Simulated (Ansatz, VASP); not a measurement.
**Cross-check of Ni (Nickel) between VASP and Ansatz**

One calculation is typed for both programs; each brings its own data sets. How far apart do they land? The cell is taken from a series of runs on this material, whose earlier steps may have relaxed, scaled, displaced or heated it; both programs get it as it stands.

Calculated with Ansatz 0.2.0; plane waves, with VASP 6.6.1 beside it; PBE.

## 1. The structure

Symmetry: Fm-3m, No. 225, cubic system. Conventional cell: a = 3.298 Å, b = 3.298 Å, c = 3.298 Å, α = 90.00°, β = 90.00°, γ = 90.00°. Nearest to Ni lie 12 Ni at 2.33 Å.

Structure file:

```xyz
1
Lattice="0.0000 1.6492 1.6492 1.6492 0.0000 1.6492 1.6492 1.6492 0.0000" Properties=species:S:1:pos:R:3 pbc="T T T"
Ni    0.0000    0.0000    0.0000
```

## 2. VASP: single point, PBE, pair 1

A single point takes one fixed geometry, so differences don't come from the geometry; what else differs is listed under the comparison.

Lines of VASP's logs that name or quote its potential files are left out, and so is its time.

INCAR

```
SYSTEM = Ni
PREC = Accurate
ENCUT = 600
EDIFF = 1E-06
NELM = 120
ISMEAR = -1
SIGMA = 0.05
LREAL = .FALSE.
ALGO = Normal
GGA = PE
NBANDS = 11
LASPH = .TRUE.
LORBIT = 11
LWAVE = .FALSE.
LCHARG = .FALSE.
ISIF = 2
GGA_COMPAT = .FALSE.
```

POSCAR

```
Ni
1.0
    0.0000000000      1.6491538300      1.6491538300
    1.6491538300      0.0000000000      1.6491538300
    1.6491538300      1.6491538300      0.0000000000
Ni
1
Direct
    0.0000000000      0.0000000000      0.0000000000
```

KPOINTS

```
Automatic mesh
0
Gamma
20 20 20
0 0 0
```

Potentials, in the order of the species: Ni (PBE family, release 64).

On the command line:

```bash
$ mpirun -np 1 vasp_std
```

Numbers of over 12 decimals in the logs are rounded to 6 here.

Log:

```text
[banner, memory and clock lines left out]
running    1 mpi-ranks, on    1 nodes
 distrk:  each k-point on    1 cores,    1 groups
 distr:  one band on    1 cores,    1 groups

 POSCAR found type information on POSCAR Ni
 POSCAR found :  1 types and       1 ions
 LDA part: xc-table for (Slater+PW92), standard interpolation
 POSCAR, INCAR and KPOINTS ok, starting setup
 FFT: planning ... GRIDC
 FFT: planning ... GRID_SOFT
 FFT: planning ... GRID
 WAVECAR not read
 entering main loop
       N       E                     dE             d eps       ncg     rms          rms(c)
DAV:   1     0.318506270767E+02    0.31851E+02   -0.54810E+03  5790   0.145E+03
DAV:   2    -0.513030992392E+01   -0.36981E+02   -0.35048E+02  5875   0.190E+02
DAV:   3    -0.613457221375E+01   -0.10043E+01   -0.98923E+00  6327   0.351E+01
DAV:   4    -0.614230745853E+01   -0.77352E-02   -0.77329E-02  6335   0.282E+00
DAV:   5    -0.614245127223E+01   -0.14381E-03   -0.14381E-03  6485   0.366E-01    0.122E+01
DAV:   6    -0.532548292844E+01    0.81697E+00   -0.10255E+01  6949   0.480E+01    0.482E+00
DAV:   7    -0.516697906560E+01    0.15850E+00   -0.11991E+00  6847   0.158E+01    0.268E+00
DAV:   8    -0.514347723112E+01    0.23502E-01   -0.28253E-02  8112   0.163E+00    0.522E-01
DAV:   9    -0.514231537072E+01    0.11619E-02   -0.11319E-03  8366   0.243E-01    0.667E-02
DAV:  10    -0.514233609052E+01   -0.20720E-04   -0.16687E-05  6288   0.504E-02    0.202E-02
DAV:  11    -0.514233259422E+01    0.34963E-05   -0.36914E-07  4172   0.565E-03    0.364E-03
DAV:  12    -0.514233282671E+01   -0.23248E-06   -0.30840E-08  3161   0.218E-03
   1 F= -.51423328E+01 E0= -.51308613E+01  d E =-.229431E-01
```

Parts of OUTCAR (step 2):

```text
ion  position               nearest neighbor table
   1  0.000  0.000  0.000-

  LATTYP: Found a face centered cubic cell.
 ALAT       =     3.2983076600

 Subroutine GETGRP returns: Found 48 space group operations
 (whereof 48 operations were pure point group operations)

The static configuration has the point symmetry O_h .

 Found    256 irreducible k-points:

   k-points           NKPTS =    256   k-points in BZ     NKDIM =    256   number of bands    NBANDS=     11

   dimension x,y,z NGX =    20 NGY =   20 NGZ =   20
   dimension x,y,z NGXF=    40 NGYF=   40 NGZF=   40

   ENCUT  =  600.0 eV  44.10 Ry    6.64 a.u.   4.66  4.66  4.66*2*pi/ulx,y,z

   NELECT =      10.0000    total number of electrons

 k-points in reciprocal lattice and weights: Automatic mesh
   0.00000000  0.00000000  0.00000000       0.000
   0.05000000  0.00000000  0.00000000       0.001
   0.10000000  0.00000000  0.00000000       0.001
   0.15000000  0.00000000  0.00000000       0.001
   0.20000000  0.00000000  0.00000000       0.001
   0.25000000  0.00000000  0.00000000       0.001
   0.30000000  0.00000000  0.00000000       0.001
   0.35000000  0.00000000  0.00000000       0.001
   0.40000000  0.00000000  0.00000000       0.001
[...]
-0.30000000  0.50000000  0.20000000       0.002
  -0.25000000  0.50000000  0.25000000       0.001

 average (electrostatic) potential at core
       1 -79.3211

 E-fermi :  12.2496

 k-point     1 :       0.0000    0.0000    0.0000
  band No.  band energies     occupation
    ...
      2       9.7908      2.00000
      3       9.7908      2.00000
      4       9.7908      2.00000
      5      11.2583      2.00000
      6      11.2583      2.00000
      7      37.6747      0.00000
      8      43.1434      0.00000
      9      43.1434      0.00000
     10      43.1434      0.00000
     11      47.0833      0.00000

 k-point     2 :       0.0500    0.0000    0.0000
  band No.  band energies     occupation
    ...
      2       9.7535      2.00000
      3       9.8206      2.00000
      4       9.8206      2.00000
      5      11.2443      2.00000
      6      11.2443      2.00000
      7      37.5027      0.00000
      8      41.6748      0.00000
      9      42.9763      0.00000
     10      42.9763      0.00000
     11      47.3483      0.00000

 k-point     3 :       0.1000    0.0000    0.0000
  band No.  band energies     occupation
    ...
      2       9.6500      2.00000
      3       9.9005      2.00000
      4       9.9005      2.00000
      5      11.2120      2.00000
      6      11.2120      2.00000
      7      36.5597      0.00000
      8      39.8188      0.00000
      9      42.5912      0.00000
     10      42.5912      0.00000
     11      47.6369      0.00000

  Total        3.3231845      3.3231845      3.3231845      0.0000000      0.0000000     -0.0000000
  in kB      593.5421099    593.5421099    593.5421099      0.0000000      0.0000000     -0.0000000
  external PRESSURE =     593.5421099 kB  Pullay stress =       0.0000000 kB

  energy-cutoff  :      600.00
  volume of cell :        8.97
      direct lattice vectors                 reciprocal lattice vectors
     0.000000000  1.649153830  1.649153830    -0.303185786  0.303185786  0.303185786
     1.649153830  0.000000000  1.649153830     0.303185786 -0.303185786  0.303185786
     1.649153830  1.649153830  0.000000000     0.303185786  0.303185786 -0.303185786

 POSITION                                       TOTAL-FORCE (eV/Angst)
 -----------------------------------------------------------------------------------
      0.00000      0.00000      0.00000        -0.000000     -0.000000      0.000000
 -----------------------------------------------------------------------------------
    total drift:                                0.000000      0.000000      0.000000

  FREE ENERGIE OF THE ION-ELECTRON SYSTEM (eV)
  ---------------------------------------------------
  free  energy   TOTEN  =        -5.1423328267 eV

  energy  without entropy=       -5.1193897516  energy(sigma->0) =       -5.13086129

 total charge
# of ion       s       p       d       tot
------------------------------------------
    1        0.589   0.693   8.447   9.730

[... 3 further parts left out ...]
```

This run has no spin polarisation, so a moment on Ni, if there is one, isn't seen.

## 3. Ansatz: single point, PBE, pair 1

Ansatz runs on its PAW soft_1 files.

The same cell, functional, mesh and smearing now go to Ansatz.

input.yaml

```yaml
crystal:
  lattice:
    - [0.0, 1.64915383, 1.64915383]
    - [1.64915383, 0.0, 1.64915383]
    - [1.64915383, 1.64915383, 0.0]
  atoms:
    - { symbol: Ni, position: [0.0, 0.0, 0.0] }
kpoints:
  mp_grid: { grid: [20, 20, 20] }
hamiltonian:
  xc: pbe
  pseudopotentials: { kind: paw, azcp: { folder: soft_1 } }
scf:
  occupations: { method: fermi_dirac, width: 0.05 }
  max_iter: 120
  convergence: { dr2_threshold: 1.0e-08 }
basis:
  ecutwfc: 420.0
output:
  stress: true
```

On the command line:

```bash
$ ansatz run input.yaml --threads 1 --pin off --max-ram 2560MiB --backend cpu --events-out ev --progress --plain --runs-dir out
```

Log:

```text
Warning: output.stress: scf.convergence.dr2_threshold = 1e-8 eV is looser than the 1e-10 eV advised for a printed stress (1e-10 eV for each atom of the cell: 1). What an SCF threshold leaves in a stress goes as its square root, and in the free energy as the threshold itself, and one threshold admits the most on a small cell: [figures from the program's tests cut] Set scf.convergence.dr2_threshold to 1e-10 eV or tighter. The threshold is an SCF's pass mark: one that does not reach it within its budget of iterations ends unconverged, or closes short of it on a stop that the run arms, and scf.convergence.dr2_threshold's page says what that costs each kind of run
Engine: ansatz 0.2.0, aarch64-unknown-linux-gnu
Pseudopotentials: kind: paw
Pseudopotential: Ni, paw, valence charge 18, recommended cutoff 420 eV (normal), soft_1/Ni.paw.azcp
Functional definition: PBE
  parameter kappa = 0.804
  parameter beta = 0.066725
  exchange = pbe_x(kappa = kappa, mu = beta*pi^2/3)
  correlation = pbe_c(beta = beta)
Crystal: 1 atoms, lattice volume = 8.970 Å³
Basis set: ecut = 420 eV, 169 PW (Γ)
Bands: 13, of which v1, the nominal top of the filled ones, is band 9 counted from 1 (8 counted from 0)
Symmetry: 48 space group operations
Space group: Fm-3m (ITA 225), of the structure as read, at distance tolerance 2.1e-5 Å
k-points: 256 of 8000
Non-local potential: Ni, projectors of the file, l = 0: 3, l = 1: 2, l = 2: 3, l = 3: 1
PAW form: soft (Blöchl's): semilocal exchange-correlation on the pseudo side does not see the compensation charge
PAW one-centre angular grid: Ni, 590 points (default); XC on 64 Gauss nodes
Initial density: superposition of atomic densities (chi_scale 0.1, normalization cell)
Initial wavefunctions: pseudopotential atomic-orbital guess
Functional: x = pbe(κ = 0.804, μ = 0.219515), c = pbe(β = 0.066725)
SCF iter   1: F=—  HF=-5839.428297 eV  |F-HF|=—  |Δ(HF+E_count)|=         —  Δρ=2.66e-2  dr2=2.41e-2  ethr=3.10e-3  ⟨swp⟩=3.6  Hψ=15055  notcnv=0
preconditioner: auto → none  [metal: Δε(μ)=0.005 eV  Ē_g=16.436 eV  σ=0.050 eV  W_gap=0.03  n_scr=0 (ndim 8)  ℏωp=39.2 eV  f_vac=0.000  D(μ)=2.76/eV (n_scr^D=58)]
SCF iter   2: F=—  HF=-5839.393177 eV  |F-HF|=—  |Δ(HF+E_count)|=   3.51e-2  Δρ=8.77e-3  dr2=1.08e-3  ethr=1.34e-4  ⟨swp⟩=2.6  Hψ=7299  notcnv=0
SCF iter   3: F=—  HF=-5839.388872 eV  |F-HF|=—  |Δ(HF+E_count)|=   4.30e-3  Δρ=1.48e-3  dr2=3.86e-5  ethr=6.02e-6  ⟨swp⟩=2.3  Hψ=6799  notcnv=0
SCF iter   4: F=—  HF=-5839.389106 eV  |F-HF|=—  |Δ(HF+E_count)|=   2.34e-4  Δρ=2.22e-3  dr2=2.21e-4  ethr=2.15e-7  ⟨swp⟩=2.1  Hψ=5788  notcnv=0
SCF iter   5: F=—  HF=-5839.389056 eV  |F-HF|=—  |Δ(HF+E_count)|=   5.02e-5  Δρ=8.02e-5  dr2=2.57e-7  ethr=2.15e-7  ⟨swp⟩=2.0  Hψ=5680  notcnv=0
SCF iter   6: F=—  HF=-5839.389058 eV  |F-HF|=—  |Δ(HF+E_count)|=   1.99e-6  Δρ=1.09e-6  dr2=3.47e-11  ethr=5.56e-11  ⟨swp⟩=4.3  Hψ=15782  notcnv=0
SCF iter   7: F=-5839.389058 eV  HF=-5839.389058 eV  |F-HF|=3.64e-12  |Δ(HF+E_count)|=  3.45e-10  Δρ=2.48e-7  dr2=3.10e-12  ethr=1.00e-12  ⟨swp⟩=2.5  Hψ=12552  notcnv=0
SCF 1 converged in 7 iterations: F = -5839.389058 eV  dr2 = 3.10e-12
  greatest PAW one-centre occupation: 1.000 electrons in one spin orbital (limit 2), on the Ni atom at site 0 (counted from 0), in its partial waves of l = 1
SCF converged after 7 iterations
Free energy (F): -5839.389058 eV
Harris-Foulkes:  -5839.389058 eV  (|F-HF|=3.64e-12)
Internal energy: -5839.366297 eV  (E = F + TS)
E sigma→0 (E₀):  -5839.377677 eV
Entropy (-TS):   -0.022761 eV (-22.761 meV/atom)
Fermi energy:    22.595177 eV
--- Per-component energies (eV) ---
  E_band       = -210.330009
  E_kinetic    = 344.640509
  E_local      = -2414.500122  (includes V_loc(G=0)·N_el)
  E_nonlocal   = -117.417076
  E_hartree    = 1362.242905
  E_xc         = -114.867594
  E_vxc        = -148.361778  (∫ρ·V_xc dr)
  E_paw        = -1656.801846  (= ΣΔE_a)
  E_vpaw       = -599.178230  (= ΣTr[D̂ρ^β])
  E_aug_tail   = 0.000750  (compensation charges beyond the density's cutoff)
  E_ewald      = -3242.663823
  E_smearing   = -0.022761  (= −TS)
  E_closure    = -0.000000  (closes the sum)
  Σ components = -5839.389058   (vs F -5839.389058, Δ=0.00e0)
--- Stress (GPa, compression-positive) ---
       60.185299      -0.000000      -0.000000
        0.000000      60.185299       0.000000
       -0.000000       0.000000      60.185299
  P = ⅓ Tr σ = 60.1853 GPa (601.853 kbar)
```

The run ends at a pressure of 60.19 GPa.

## 4. Comparison

Known differences besides the potentials themselves: the data sets hold 18 valence electrons in Ansatz (on its PAW soft_1 files) and 10 in VASP; the cutoff is 420 eV in Ansatz and 600 eV in VASP. Total energies have different zeros and are not compared.

Both answers:

| quantity | Ansatz | VASP | difference |
| --- | --- | --- | --- |
| pressure (GPa) | 60.19 | 59.35 | +0.83 |

## 5. Ansatz: single point, PBE, pair 2

With cell and atoms fixed, the geometry can't cause a difference; cores, projectors, grids and the points listed under the comparison can. The cell compared in this pair holds 9.63 Å³, against 8.97 Å³ for the pair before.

The cell is taken from a series of runs on this material, whose earlier steps may have relaxed, scaled, displaced or heated it; both programs get it as it stands.

input.yaml, the sections that differ from step 3:

```yaml
crystal:
  lattice:
    - [0.0, 1.68843407, 1.68843407]
    - [1.68843407, 0.0, 1.68843407]
    - [1.68843407, 1.68843407, 0.0]
  atoms:
    - { symbol: Ni, position: [0.0, 0.0, 0.0] }
# kpoints, hamiltonian, scf, basis, output: as in step 3
```

Log:

```text
[...]
Crystal: 1 atoms, lattice volume = 9.627 Å³
Basis set: ecut = 420 eV, 169 PW (Γ)
Bands: 13, of which v1, the nominal top of the filled ones, is band 9 counted from 1 (8 counted from 0)
Symmetry: 48 space group operations
[...]
k-points: 256 of 8000
[...]
SCF iter   1: F=—  HF=-5839.607794 eV  |F-HF|=—  |Δ(HF+E_count)|=         —  Δρ=1.86e-2  dr2=6.85e-3  ethr=3.10e-3  ⟨swp⟩=3.8  Hψ=15197  notcnv=0
[...]
SCF iter   7: F=-5839.573855 eV  HF=-5839.573855 eV  |F-HF|=5.46e-12  |Δ(HF+E_count)|=  2.32e-10  Δρ=1.54e-7  dr2=1.22e-12  ethr=1.00e-12  ⟨swp⟩=2.6  Hψ=12800  notcnv=0
SCF 1 converged in 7 iterations: F = -5839.573855 eV  dr2 = 1.22e-12
[...]
SCF converged after 7 iterations
Free energy (F): -5839.573855 eV
[...]
Internal energy: -5839.549112 eV  (E = F + TS)
E sigma→0 (E₀):  -5839.561484 eV
Entropy (-TS):   -0.024743 eV (-24.743 meV/atom)
Fermi energy:    20.715838 eV
[...]
--- Stress (GPa, compression-positive) ---
       31.757652       0.000000       0.000000
        0.000000      31.757652      -0.000000
        0.000000       0.000000      31.757652
  P = ⅓ Tr σ = 31.7577 GPa (317.577 kbar)
```

The run ends at a pressure of 31.76 GPa.

## 6. VASP: single point, PBE, pair 2

The same cell, functional, mesh and smearing now go to VASP, with its own data sets.

INCAR is that of step 2.

POSCAR

```
Ni
1.0
    0.0000000000      1.6884340700      1.6884340700
    1.6884340700      0.0000000000      1.6884340700
    1.6884340700      1.6884340700      0.0000000000
Ni
1
Direct
    0.0000000000      0.0000000000      0.0000000000
```

KPOINTS is that of step 2.

On the command line:

```bash
$ mpirun -np 1 vasp_std
```

Log:

```text
[... set-up lines as in an earlier step ...]
 entering main loop
       N       E                     dE             d eps       ncg     rms          rms(c)
DAV:   1     0.317981507104E+02    0.31798E+02   -0.54457E+03  5776   0.144E+03
DAV:   2    -0.534275547868E+01   -0.37141E+02   -0.35198E+02  5821   0.188E+02
DAV:   3    -0.634437302858E+01   -0.10016E+01   -0.99104E+00  6280   0.350E+01
DAV:   4    -0.635290949542E+01   -0.85365E-02   -0.85340E-02  6300   0.295E+00
[...]
DAV:  10    -0.532449268934E+01   -0.18678E-04   -0.17507E-05  6195   0.504E-02    0.249E-02
DAV:  11    -0.532448940396E+01    0.32854E-05   -0.34334E-07  4270   0.669E-03    0.350E-03
DAV:  12    -0.532448960656E+01   -0.20260E-06   -0.38733E-08  3128   0.225E-03
   1 F= -.53244896E+01 E0= -.53120196E+01  d E =-.249400E-01
```

From OUTCAR (step 6):

```text
  Total        1.8740593      1.8740593      1.8740593     -0.0000000     -0.0000000     -0.0000000
  in kB      311.8972775    311.8972775    311.8972775     -0.0000000     -0.0000000     -0.0000000
  external PRESSURE =     311.8972775 kB  Pullay stress =       0.0000000 kB

 POSITION                                       TOTAL-FORCE (eV/Angst)
 -----------------------------------------------------------------------------------
      0.00000      0.00000      0.00000         0.000000      0.000000     -0.000000
 -----------------------------------------------------------------------------------
    total drift:                                0.000000      0.000000      0.000000

  FREE ENERGIE OF THE ION-ELECTRON SYSTEM (eV)
  ---------------------------------------------------
  free  energy   TOTEN  =        -5.3244896066 eV

  energy  without entropy=       -5.2995495993  energy(sigma->0) =       -5.31201960

[... 1 part as in an earlier step ...]

[... 2 further parts left out ...]
[key lines of the parts left out:]
E-fermi :  11.0522
```

The run ends at a pressure of 31.19 GPa.

[end of part 1 of 2]

[Lines on the potential files, build, host, timing and source positions are cut from VASP's logs without a mark.]

[Logs are printed without paths, hosts, clocks, repeated set-up lines and the standing remarks that a program may print on its own settings, such as how far it seeks lower states.]

[Hosts, paths, dates, database ids (printed as entryN), source tags and the programs' standing remarks are cut or masked in the printed files.]
